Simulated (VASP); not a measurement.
Input of a VASP 6.6.1 run:

POSCAR

```
GaP
1.0
    0.0000000000      2.7255091507      2.7255091507
    2.7255091507      0.0000000000      2.7255091507
    2.7255091507      2.7255091507      0.0000000000
Ga P
1 1
Direct
    0.0000000000      0.0000000000      0.0000000000
    0.2500000000      0.2500000000      0.2500000000
```

Contents of INCAR.step1:

```
  PREC = Accurate
  ENCUT = 520
  ISMEAR = 0
  SIGMA = 0.01
  LREAL = F
  LASPH = T
  NELM = 60
  NBANDS = 16
  GGA = PE
  ALGO = Normal
  EDIFF = 1E-4
  LWAVE = T
  LCHARG = F
```

INCAR.step2

```
  PREC = Accurate
  ENCUT = 520
  EDIFF = 1E-6
  ISMEAR = 0
  SIGMA = 0.01
  LREAL = F
  LASPH = T
  NELM = 60
  ALGO = Normal
  ISIF = 2
  LWAVE = F
  LCHARG = F
  METAGGA = R2SCAN
  LMIXTAU = T
  NBANDS = 16
  ISTART = 1
```

The input KPOINTS:

```
Automatic mesh
0
Gamma
  8 8 8
```

Potentials or basis: VASP PAW PBE potentials, release 64 (Ga_d, P).

Run with:

```console
$ cat potpaw_PBE.64/Ga_d/POTCAR potpaw_PBE.64/P/POTCAR > POTCAR
$ cp INCAR.step1 INCAR
$ mpirun -np 1 vasp_std > vasp.out
$ cp INCAR.step2 INCAR
$ mpirun -np 1 vasp_std > vasp.out
```

**Question.** What does it give for the pressure?

**Answer.** 0.0 GPa.

**Question.** Predict the band gap on the k mesh.

**Answer.** 1.90 eV, indirect (least direct gap 2.34 eV).

Caveat: the PAW data sets were made with another functional, which shifts forces and pressure a little.

**Experimental background.**

“Stacking defects in GaP nanowires: Electronic structure and optical properties”, 2018, arxiv:1810.01194 quotes, for a bulk crystal of GaP at 10 K: band gap 2.34 eV (indirect).

Against the measured gap of GaP, 2.34 eV (indirect; 10 K; quoted in “Stacking defects in GaP nanowires: Electronic structure and optical properties”, 2018, arxiv:1810.01194), the calculated 1.90 eV is off by -0.44 eV. Spin-orbit coupling on Ga is left out. The value is that of r2SCAN on a finite k mesh, which can miss the band edges, without temperature or zero-point motion. The cell is a database's relaxed one, not the measured one, which moves gaps too.
